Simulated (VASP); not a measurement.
Wanted: the native input for a VASP 6.6.1 run.

```
Task                   : relaxation of cell and atoms
Functional             : PBE
Potentials or basis    : VASP PAW PBE potentials, release 64 (Sn_d, H, Br)
Cutoff                 : 520 eV
k mesh                 : 3 × 3 × 4
Occupations            : gaussian, width 0.15 eV
Spin                   : no spin polarisation
Further INCAR settings : PREC = Normal; ALGO = Fast; EDIFF = 0.0001; IBRION = 2; EDIFFG = -0.08; NSW = 24; ISIF = 3
```

The structure of Sn2H3Br lies in POSCAR:

```
Sn2H3Br
1.0
    5.6503302500      0.0000000000      0.0000000000
   -2.8251651300      4.8933295400      0.0000000000
    0.0000000000      0.0000000000      4.1732300100
Sn H Br
2 3 1
Direct
    0.6666666700      0.3333333300      0.4961477200
    0.3333333300      0.6666666700      0.4961477200
    0.0000000000      0.5000000000      0.9950230700
    0.5000000000      0.0000000000      0.9950230700
    0.5000000000      0.5000000000      0.9950230700
    0.0000000000      0.0000000000      0.1926302600
```

The cell was built by a generator and needn't be a form met in nature.

One way to write it, as run:

INCAR

```
SYSTEM = Sn2H3Br
ALGO = Fast ; EDIFF = 1E-4
EDIFFG = -0.08 ; ENCUT = 520
GGA = PE ; IBRION = 2
ISIF = 3 ; ISMEAR = 0
KPAR = 2 ; LASPH = .True.
LCHARG = .False. ; LREAL = .False.
LWAVE = .False. ; NELM = 60
NSW = 24 ; PREC = Normal
SIGMA = 0.15
```

KPOINTS

```
k-points
0
Gamma
  3 3 4
  0 0 0
```

Potentials or basis: VASP PAW PBE potentials, release 64 (Sn_d, H, Br).

Run with:

```bash
$ cat potpaw_PBE.64/Sn_d/POTCAR potpaw_PBE.64/H/POTCAR potpaw_PBE.64/Br/POTCAR > POTCAR
$ mpirun -np 2 vasp_std > vasp.out
```

Results of the run:

```json
{
  "Relaxed volume": "16.01 Å³/atom",
  "Relaxed cell": "a = 5.677 Å, b = 5.677 Å, c = 3.441 Å, α = 90.00°, β = 90.00°, γ = 120.00°",
  "Space group after relaxing (to 0.05 Å)": "P6mm (No. 183)",
  "Energy gained by relaxing": "286.3 meV/atom",
  "Ionic steps": "14",
  "Pressure after relaxing": "-0.3 GPa",
  "Largest force after relaxing": "0.074 eV/Å",
  "Band gap on the k mesh": "none (metal or under the smearing width)"
}
```

Caveat: the k mesh is coarse (spacing up to 0.43 Å⁻¹), so the values aren't converged; the volume moved by over 15 % at a fixed basis, so the end points are rough; the relaxation stopped at a loose force limit of 0.08 eV/Å, so its end isn't a converged minimum.

Wall time 62 s on 2 MPI ranks on Intel(R) Xeon(R) Platinum 8559C (Emerald Rapids), with other jobs on the host, peak memory 0.17 GiB a rank.
